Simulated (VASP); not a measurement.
OSZICAR of a VASP run on Au (relaxed from the bcc structure, space group Im-3m):

OSZICAR:
```
       N       E                     dE             d eps       ncg     rms          rms(c)
DAV:   1     0.380888127003E+02    0.38089E+02   -0.56044E+03  2080   0.102E+03
DAV:   2    -0.394516160101E+01   -0.42034E+02   -0.39820E+02  1938   0.193E+02
DAV:   3    -0.425738723886E+01   -0.31223E+00   -0.31206E+00  2109   0.175E+01
DAV:   4    -0.425820058840E+01   -0.81335E-03   -0.81333E-03  2020   0.965E-01
DAV:   5    -0.425820645832E+01   -0.58699E-05   -0.58709E-05  2020   0.821E-02    0.977E+00
DAV:   6    -0.392879623424E+01    0.32941E+00   -0.10864E+00  1884   0.100E+01    0.602E+00
DAV:   7    -0.390285116204E+01    0.25945E-01   -0.99829E-02  1973   0.294E+00    0.289E+00
DAV:   8    -0.389949999846E+01    0.33512E-02   -0.20513E-03  1959   0.527E-01    0.296E-01
DAV:   9    -0.389948376544E+01    0.16233E-04   -0.93458E-06  2002   0.368E-02    0.171E-02
DAV:  10    -0.389948748759E+01   -0.37222E-05   -0.10988E-06  1985   0.109E-02    0.236E-03
DAV:  11    -0.389948754878E+01   -0.61190E-07   -0.50927E-08  1132   0.233E-03
   1 F= -.38994875E+01 E0= -.38995462E+01  d E =0.175887E-03
```

Which electronic solver shows in the log?

It is blocked Davidson (ALGO = Normal, or the opening steps of other solvers). The INCAR had ALGO = Normal.

Can the final energy be trusted as converged?

The calculation finished and met its thresholds. It stopped with EDIFF = 1E-7, NELM = 100 (PBEsol GGA, plane waves, VASP's PBE PAW potentials (set 64)).

The structure was generated: Au was put into the bcc type (Im-3m), which need not be its known phase. This cell was strained or had an atom moved on purpose.
